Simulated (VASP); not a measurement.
VASP ran on this input.

File POSCAR:
```
NaYS2
1
    1.9687605026     1.1366646285     6.5669042988
   -1.9687605026     1.1366646285     6.5669042988
   -0.0000000000    -2.2733292570     6.5669042988
Na Y S
1 1 2
Direct
  0.0000000000   0.0000000000   0.0000000000
  0.5000000000   0.5000000000   0.5000000000
  0.2426430068   0.2426430068   0.2426430068
  0.7573569932   0.7573569932   0.7573569932
```

File KPOINTS:
```
Regular mesh
0
G
7 7 7
```

**INCAR**
```
# general
SYSTEM  = NaYS2
PREC    = Accurate
ENCUT   = 400   # plane-wave cut-off (eV)
LREAL   = .False.   # projection in real space or not
LASPH   = .True.   # aspherical one-centre terms

# electronic loop
EDIFF   = 1E-7
NELM    = 100
ALGO    = Normal
LMAXMIX = 4   # l cut-off of mixed one-centre charges

# smearing
ISMEAR  = -5

# functional
GGA     = PS   # PBEsol

# ions
ISIF    = 2

# output
LWAVE   = .False.
LCHARG  = .True.
LORBIT  = 11   # lm-projected
NEDOS   = 601

# other
LEFG    = .True.
```

POTCAR, in this order: Na_pv Y_sv S (PBE.64 set). Program: vasp_std.

Q: Translate this PBEsol calculation to Ansatz.

A: One equivalent input (not run):
Ansatz 0.2 input:
```yaml
crystal:
  lattice:
    - [1.9687605, 1.1366646, 6.5669043]
    - [-1.9687605, 1.1366646, 6.5669043]
    - [0.0000000, -2.2733293, 6.5669043]
  atoms:
    - { symbol: Na, position: [0.0000000, 0.0000000, 0.0000000] }
    - { symbol: Y, position: [0.5000000, 0.5000000, 0.5000000] }
    - { symbol: S, position: [0.2426430, 0.2426430, 0.2426430] }
    - { symbol: S, position: [0.7573570, 0.7573570, 0.7573570] }
kpoints:
  mp_grid: { grid: [7, 7, 7] }
hamiltonian:
  xc: pbesol
  pseudopotentials: { kind: paw }
scf:
  occupations: { method: tetrahedron }
  max_iter: 100
output: { forces: true, stress: true, eigenvalues: true }
```
The two are equivalent in intent, not identical: each code has its own PAW files, so the cut-off isn't converted (ENCUT is set for VASP's; basis.ecutwfc is left out, and Ansatz then takes the one that its files recommend); Ansatz stops its SCF on the density residual and VASP on the energy change (EDIFF); the field gradients of LEFG aren't asked of the other code.

The structure comes from a computed database's NaYS2 entry (R-3m); how it stands against other phases isn't given here. It was relaxed first.
